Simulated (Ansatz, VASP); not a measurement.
# Cross-check of SnH5CN2Cl3 between VASP and Ansatz, part 2 of 2

One calculation is typed for both programs; each brings its own data sets. How far apart do they land? The cell is taken from a series of runs on this material, whose earlier steps may have relaxed, scaled, displaced or heated it; both programs get it as it stands.

VASP 6.6.1 and Ansatz 0.2.0.

So far: Set-up; VASP: G0W0 gap, PBE.

## 3. Ansatz: G0W0 gap, PBE

Level of this step: Ansatz beside VASP: Kohn-Sham DFT, plane waves, PBE (Ansatz).

Ansatz runs on its PAW soft_1 files.

The same cell, functional and mesh now go to Ansatz, which takes its cutoff from its data sets.

The input, input.yaml:

```yaml
crystal:
  lattice:
    - [6.040487, 0.0, 0.0]
    - [0.0, 3.859191, 4.153885]
    - [0.0, -3.859191, 4.153885]
  atoms:
    - { symbol: Sn, position: [0.5, 0.372251, 0.372251] }
    - { symbol: H, position: [0.205496, 0.725508, 0.725508] }
    - { symbol: H, position: [0.794504, 0.725508, 0.725508] }
    - { symbol: H, position: [0.329683, 0.916176, 0.916176] }
    - { symbol: H, position: [0.670317, 0.916176, 0.916176] }
    - { symbol: H, position: [0.0, 0.053322, 0.053322] }
    - { symbol: C, position: [0.0, 0.921717, 0.921717] }
    - { symbol: "N", position: [0.191086, 0.847581, 0.847581] }
    - { symbol: "N", position: [0.808914, 0.847581, 0.847581] }
    - { symbol: Cl, position: [0.5, 0.855812, 0.351215] }
    - { symbol: Cl, position: [0.5, 0.351215, 0.855812] }
    - { symbol: Cl, position: [0.0, 0.393951, 0.393951] }
kpoints:
  mp_grid: { grid: [2, 4, 4] }
hamiltonian:
  xc: pbe
  pseudopotentials: { kind: paw, azcp: { folder: soft_1 } }
scf:
  occupations: { method: fixed }
gw:
  n_empty_bands: 807
  ecut_chi: 150.0
  qp_bands: [v4, c4]
  qp_kpoints: band_edges
  screening: { model: contour_deformation }
```

Launch:

```sh
> ansatz run input.yaml --threads 2 --pin off --max-ram 92160MiB --backend cuda --events-out ev --progress --plain --runs-dir out --devices 1 --max-vram 13GiB
```

Numbers of over 12 decimals in the logs are rounded to 6 here.

Log:

```text
GPUs: using 1 of 1 available (devices: 1).
Engine: ansatz 0.2.0, x86_64-unknown-linux-gnu
Pseudopotentials: kind: paw
Pseudopotential: Sn, paw, valence charge 14, recommended cutoff 420 eV (normal), soft_1/Sn.paw.azcp
Pseudopotential: H, paw, valence charge 1, recommended cutoff 420 eV (normal), soft_1/H.paw.azcp
Pseudopotential: C, paw, valence charge 4, recommended cutoff 420 eV (normal), soft_1/C.paw.azcp
Pseudopotential: N, paw, valence charge 5, recommended cutoff 420 eV (normal), soft_1/N.paw.azcp
Pseudopotential: Cl, paw, valence charge 7, recommended cutoff 420 eV (normal), soft_1/Cl.paw.azcp
Functional definition: PBE
  parameter kappa = 0.804
  parameter beta = 0.066725
  exchange = pbe_x(kappa = kappa, mu = beta*pi^2/3)
  correlation = pbe_c(beta = beta)
device memory: the entry about to start is reckoned to put 1.8 GiB on a device that reports 40.3 GiB free (of which the cap on the GPU budget leaves the run 13.0 GiB)
GPU FFT provider: cuFFT
GPU libraries: cuBLAS 13.8.2, cuFFT 12.4.0, cuSOLVER 12.3.4
Crystal: 12 atoms, lattice volume = 193.666 Å³
Basis set: ecut = 420 eV, 3785 PW (Γ)
Bands: 39, of which v1, the nominal top of the filled ones, is band 27 counted from 1 (26 counted from 0)
Symmetry: 4 space group operations
Space group: Amm2 (ITA 38), of the structure as read, at distance tolerance 5.8e-5 Å
k-points: 14 of 32 (time reversal used)
Non-local potential: Sn, projectors of the file, l = 0: 2, l = 1: 2, l = 2: 2, l = 3: 1
Non-local potential: H, projectors of the file, l = 0: 2, l = 1: 1
Non-local potential: C, projectors of the file, l = 0: 2, l = 1: 2, l = 2: 1
Non-local potential: N, projectors of the file, l = 0: 2, l = 1: 2, l = 2: 1
Non-local potential: Cl, projectors of the file, l = 0: 2, l = 1: 2, l = 2: 1
PAW form: soft (Blöchl's): semilocal exchange-correlation on the pseudo side does not see the compensation charge
PAW one-centre angular grid: Sn, 590 points (default); XC on 64 Gauss nodes
PAW one-centre angular grid: H, 110 points (default); XC on 64 Gauss nodes
PAW one-centre angular grid: C, 110 points (default); XC on 64 Gauss nodes
PAW one-centre angular grid: N, 110 points (default); XC on 64 Gauss nodes
PAW one-centre angular grid: Cl, 110 points (default); XC on 64 Gauss nodes
Initial density: superposition of atomic densities (chi_scale 0.1, normalization cell), built separately for each of the 2 bonded fragments (scf.initial_density.interfragment_charge_transfer: auto; true builds it for the cell as a whole; a typed value also counts as a typed key of the start: scf.initial_density.chi_scale says what that changes, if anything)
Initial wavefunctions: pseudopotential atomic-orbital guess
GPU buffer pool allocated for 72000 grid points (all kernels)
GPU transforms: local potential and band sums: pruned to the plane-wave sphere, on 45×40×40
Functional: x = pbe(κ = 0.804, μ = 0.219515), c = pbe(β = 0.066725)
SCF iter   1: F=—  HF=-10370.077236 eV  |F-HF|=—  |Δ(HF+E_count)|=         —  Δρ=7.28e-2  dr2=8.82e0  ethr=3.10e-3  ⟨swp⟩=5.0  Hψ=2085  notcnv=0  defer=130
preconditioner: auto → Resta (q_TF=auto, 2.205 Å⁻¹)  ε∞=2.9  [insulator: Δε(μ)=1.127 eV  Ē_g=12.372 eV  n_scr=28 (ndim 8)  ℏωp=16.9 eV  f_vac=0.051  ε∞_Penn≈2.9]
SCF iter   2: F=—  HF=-10367.632998 eV  |F-HF|=—  |Δ(HF+E_count)|=    2.44e0  Δρ=3.25e-2  dr2=1.39e0  ethr=3.10e-3  ⟨swp⟩=3.0  Hψ=1233  notcnv=0  defer=135
SCF iter   3: F=—  HF=-10367.339111 eV  |F-HF|=—  |Δ(HF+E_count)|=   2.94e-1  Δρ=1.17e-2  dr2=2.28e-1  ethr=2.57e-3  ⟨swp⟩=2.0  Hψ=876  notcnv=0  defer=135
SCF iter   4: F=—  HF=-10367.314449 eV  |F-HF|=—  |Δ(HF+E_count)|=   2.47e-2  Δρ=2.75e-3  dr2=1.63e-2  ethr=4.22e-4  ⟨swp⟩=2.0  Hψ=784  notcnv=0  defer=140
SCF iter   5: F=—  HF=-10367.319474 eV  |F-HF|=—  |Δ(HF+E_count)|=   5.02e-3  Δρ=8.64e-4  dr2=1.82e-3  ethr=3.02e-5  ⟨swp⟩=2.0  Hψ=763  notcnv=0  defer=140
SCF iter   6: F=—  HF=-10367.321107 eV  |F-HF|=—  |Δ(HF+E_count)|=   1.63e-3  Δρ=1.82e-4  dr2=8.65e-5  ethr=3.37e-6  ⟨swp⟩=2.1  Hψ=805  notcnv=0  defer=140
SCF iter   7: F=—  HF=-10367.321127 eV  |F-HF|=—  |Δ(HF+E_count)|=   1.99e-5  Δρ=5.42e-5  dr2=6.12e-6  ethr=1.60e-7  ⟨swp⟩=2.0  Hψ=860  notcnv=0  defer=138
SCF iter   8: F=—  HF=-10367.321137 eV  |F-HF|=—  |Δ(HF+E_count)|=   9.26e-6  Δρ=9.62e-6  dr2=2.62e-7  ethr=1.13e-8  ⟨swp⟩=2.0  Hψ=670  notcnv=0  defer=139
SCF iter   9: F=-10367.321137 eV  HF=-10367.321137 eV  |F-HF|=2.31e-8  |Δ(HF+E_count)|=   4.96e-7  Δρ=2.14e-6  dr2=1.01e-8  ethr=1.85e-10  ⟨swp⟩=14.7  Hψ=3460  notcnv=0
SCF 1 converged in 9 iterations: F = -10367.321137 eV  dr2 = 1.01e-8
  greatest PAW one-centre occupation: 0.993 electrons in one spin orbital (limit 2), on the Sn atom at site 0 (counted from 0), in its partial waves of l = 2
device memory: the entry about to start is reckoned to put 2.4 GiB (of the 2.4 GiB reckoned in all, the device holds 0.1 GiB already) on a device that reports 40.2 GiB free (of which the cap on the GPU budget leaves the run 13.0 GiB)
[...]
valence top: of the k-points left out ik 5 came nearest to being solved in a further pass, in band 27 (counted from 1, as in the quasiparticle table): it holds the edge there only if its correction is more favourable than any solved in that band by at least 1.832 eV; those differ by 0.471 eV
    conduction bottom: of the k-points left out ik 5 came nearest to being solved in a further pass, in band 28 (counted from 1, as in the quasiparticle table): it holds the edge there only if its correction is more favourable than any solved in that band by at least 1.435 eV; those differ by 0.928 eV
  `?` marks the rows in doubt; gw_qp.tsv's column doubts and the gw_qp event give each row's grounds
    ik  band        ε_KS         Σx   Σc(E_QP)       V_xc       Z   E_QP_lin       E_QP  E_QP is
     0    24      0.0317   -20.4537     3.1991   -16.1331  0.7136    -1.1613    -1.0897  root
     0    25      0.3217   -20.4489     3.1600   -16.1972  0.7083    -0.8371    -0.7700  root
     0    26      0.6245   -20.0340     3.2327   -15.6038  0.7102    -0.6722    -0.5729  root
     0    27      0.8384   -20.3866     3.3290   -15.8377  0.7101    -0.4914    -0.3815  root ?
     0    28      5.4681    -8.7483    -4.2446   -14.2396  0.7648     6.8277     6.7148  root ?
     0    29      6.4474    -5.6949    -3.9464   -10.2489  0.7901     7.0662     7.0549  root
     0    30      7.1127    -9.3957    -4.5025   -14.3099  0.7019     7.5331     7.5243  root
     0    31      7.7477    -7.5758    -4.4003   -12.3557  0.7238     8.1343     8.1273  root
     2    24      0.4517   -21.0643     3.1020   -16.8296  0.7227    -0.7516    -0.6809  root
     2    25      0.5329   -19.8334     3.1566   -15.4841  0.7119    -0.7569    -0.6599  root
     2    26      0.7477   -20.1533     3.3244   -15.6072  0.7096    -0.5860    -0.4740  root ?
     2    27      1.0570   -19.4783     1.7784   -16.8201  0.7330     0.1461     0.1772  root
     2    28      5.0118    -8.7821    -3.7089   -12.8322  0.7622     5.3563     5.3529  root
     2    29      5.5049    -8.9784    -4.2659   -14.6151  0.7625     6.9260     6.8757  root
     2    30      6.6972    -9.1032    -4.2703   -13.7829  0.7186     7.1141     7.1066  root
     2    31      7.3783    -8.8926    -4.5020   -13.8269  0.7126     7.8194     7.8105  root
     3    24      0.1617   -20.2543     3.2253   -15.9153  0.7076    -1.0247    -0.9520  root
     3    25      0.4069   -21.2092     3.0867   -16.9685  0.7280    -0.8218    -0.7471  root
     3    26      0.7765   -19.8396     2.7538   -15.9762  0.7177    -0.4020    -0.3330  root
     3    27      0.7873   -20.2445     3.3229   -15.7013  0.7100    -0.5436    -0.4329  root ?
     3    28      5.4723    -8.9921    -4.2629   -14.4741  0.7617     6.7864     6.6914  root
     3    29      6.1839    -9.0418    -4.1315   -13.6683  0.7389     6.6891     6.6788  root
     3    30      6.2408    -8.6286    -4.0324   -13.0776  0.7500     6.6637     6.6573  root
     3    31      6.5952    -8.7217    -4.1903   -13.3151  0.7260     7.0050     6.9982  root
     4    24      0.4932   -19.7338     3.1839   -15.3542  0.7111    -0.8015    -0.7027  root
     4    25      0.5008   -21.2733     3.0517   -17.0815  0.7282    -0.7099    -0.6393  root
     4    26      0.7045   -19.9784     3.2737   -15.4888  0.7101    -0.6200    -0.5114  root ?
     4    27      1.3614   -19.0612     1.4772   -16.7421  0.7381     0.4932     0.5195  root
     4    28      4.7540    -8.4914    -3.6515   -12.4926  0.7665     5.1070     5.1037  root
[...]
6    24      0.4312   -19.4985     3.2271   -15.0669  0.7097    -0.8780    -0.7734  root ?
[...]
6    26      0.6960   -19.9344     3.3070   -15.4043  0.7098    -0.6403    -0.5272  root ?
[...]
7    24      0.5286   -19.8040     3.2708   -15.3216  0.7096    -0.7906    -0.6830  root ?
[...]
7    26      0.7990   -20.2760     3.3503   -15.6962  0.7100    -0.5473    -0.4305  root ?
[...]
8    25      0.5972   -19.9816     3.2611   -15.5111  0.7105    -0.7175    -0.6122  root ?
     8    26      0.8212   -20.3479     3.3221   -15.8044  0.7108    -0.5110    -0.4002  root ?
[...]
9    25      0.6318   -20.0170     3.2800   -15.5207  0.7106    -0.6933    -0.5844  root ?
     9    26      0.8700   -20.5359     3.2798   -16.0478  0.7123    -0.4404    -0.3383  root ?
[...]
10    26      0.8671   -20.4818     3.3202   -15.9431  0.7112    -0.4596    -0.3513  root ?
[...]
11    26      0.8821   -20.5205     3.2920   -16.0174  0.7119    -0.4328    -0.3290  root ?
[...]
12    26      0.8129   -20.2764     3.3115   -15.7450  0.7109    -0.5172    -0.4070  root ?
[...]
12    31      6.1956    -8.9224    -3.9945   -13.2618  0.7407     6.5450     6.5405  root
    13    24      0.2460   -20.8236     3.2265   -16.4647  0.7153    -0.9592    -0.8864  root
    13    25      0.7325   -20.3888     3.2062   -15.9956  0.7130    -0.5468    -0.4545  root
    13    26      0.9171   -20.6002     3.2936   -16.0967  0.7120    -0.3956    -0.2928  root ?
    13    27      2.7159   -19.0837     0.7905   -17.5440  0.7498     1.9499     1.9667  root
    13    28      4.0136    -6.9459    -3.7086   -10.9729  0.7688     4.3348     4.3319  root
    13    29      4.3261    -8.0423    -3.5549   -11.8890  0.7737     4.6199     4.6177  root
    13    30      4.3975    -7.8121    -3.5678   -11.6634  0.7715     4.6831     4.6810  root
    13    31      5.6892    -9.3599    -4.4041   -15.2533  0.7580     7.2302     7.1786  root
```

## 4. Side by side

Known differences besides the potentials themselves: fixed occupations in Ansatz, narrow Gaussian smearing in VASP; the cutoff is 420 eV in Ansatz and 450 eV in VASP; VASP leaves aspherical gradient terms in its spheres out (LASPH is not set), Ansatz keeps them; Ansatz integrates over frequency by contour deformation, VASP on a grid of NOMEGA points; Ansatz's G0W0 levels solve the quasiparticle equation, VASP's are linearised. Total energies have different zeros and are not compared.

The two programs side by side:

| quantity | Ansatz | VASP | difference |
| --- | --- | --- | --- |
| G0W0 gap on the mesh (eV) | 2.37 | 2.41 | -0.04 |
| Kohn-Sham gap under it (eV) | 1.30 | 1.30 | 0.00 |

## 5. What came out

* difference in G0W0 gap on the mesh (G0W0 gap, PBE): -0.043 eV

In words: The difference in G0W0 gap on the mesh is -0.043 eV (G0W0 gap, PBE). Such differences can come from data sets, numerical settings and the points named under the comparisons, not from the functional's error against experiment.

[Lines on the potential files, build, host, timing and source positions are cut from VASP's logs without a mark.]

[Logs are printed without paths, hosts, clocks, repeated set-up lines and the standing remarks that a program may print on its own settings, such as how far it seeks lower states.]

[Hosts, paths, dates, database ids (printed as entryN), source tags and the programs' standing remarks are cut or masked in the printed files.]
